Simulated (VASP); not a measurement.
Method: PBE GGA, VASP's PBE PAW potentials (set 64) (plane waves; VASP).

VASP input:

### POSCAR
```
Ni(210) slab
1
    4.3061375742     0.0000000000     0.0000000000
    2.8707583828     3.2096057351     0.0000000000
    0.0000000000     0.0000000000    29.1341390642
Ni
18
Direct
  0.4487277165   0.4487277165   0.2740825896
  0.7501914886   0.7501914886   0.2977057357
  0.0523753694   0.0523753694   0.3225963867
  0.3492973945   0.3492973945   0.3510514503
  0.6486583026   0.6486583026   0.3782926800
  0.9499061988   0.9499061988   0.4049429294
  0.2504828794   0.2504828794   0.4321416311
  0.5505104636   0.5505104636   0.4594205557
  0.8501989514   0.8501989514   0.4863431829
  0.1498010486   0.1498010486   0.5136568171
  0.4494895364   0.4494895364   0.5405794443
  0.7495171206   0.7495171206   0.5678583689
  0.0500938012   0.0500938012   0.5950570706
  0.3513416974   0.3513416974   0.6217073200
  0.6507026055   0.6507026055   0.6489485497
  0.9476246306   0.9476246306   0.6774036133
  0.2498085114   0.2498085114   0.7022942643
  0.5512722835   0.5512722835   0.7259174104
```

**KPOINTS**
```
Automatic mesh
0
Gamma
9 9 1
0 0 0
```

**INCAR**
```
# general
SYSTEM =Ni(210) slab
PREC   =Normal
ENCUT  =400
LREAL  =Auto   # projection in real space or not
LASPH  =T   # aspherical one-centre terms

# electronic loop
EDIFF  =1E-6   # SCF stop (eV)
NELM   =100
NELMIN =4
ALGO   =Normal
LMAXMIX=4   # l cut-off of mixed one-centre charges

# smearing
ISMEAR =1
SIGMA  =0.1

# functional
GGA    =PE   # PBE

# spin
ISPIN  =2
MAGMOM =0.8 0.8 0.8 0.8 0.8 0.8 0.8 0.8 0.8 0.8 0.8 0.8 0.8 0.8 0.8 0.8 0.8 0.8

# output
LWAVE  =F
LCHARG =F
LORBIT =11   # lm-projected
LVHAR  =T

# other
LDIPOL =T
IDIPOL =3
DIPOL  =0.5 0.5 0.5
```

POTCAR, in this order: Ni (PBE.64 set). Program: vasp_std. Read from the step before: WAVECAR.

Problem. What will the output report for the number of irreducible k-points (NKPTS), largest plane-wave count, number of space-group operations, FFT grid (NGX, NGY, NGZ)?

Solution. 
```yaml
number of irreducible k-points (NKPTS): 25
largest_plane_wave_count: 7374
number_of_space_group_operations: 4
FFT grid (NGX, NGY, NGZ): 24 × 24 × 144
```

The cell is a thin slab with vacuum, built from Ni (fcc): (210) face.
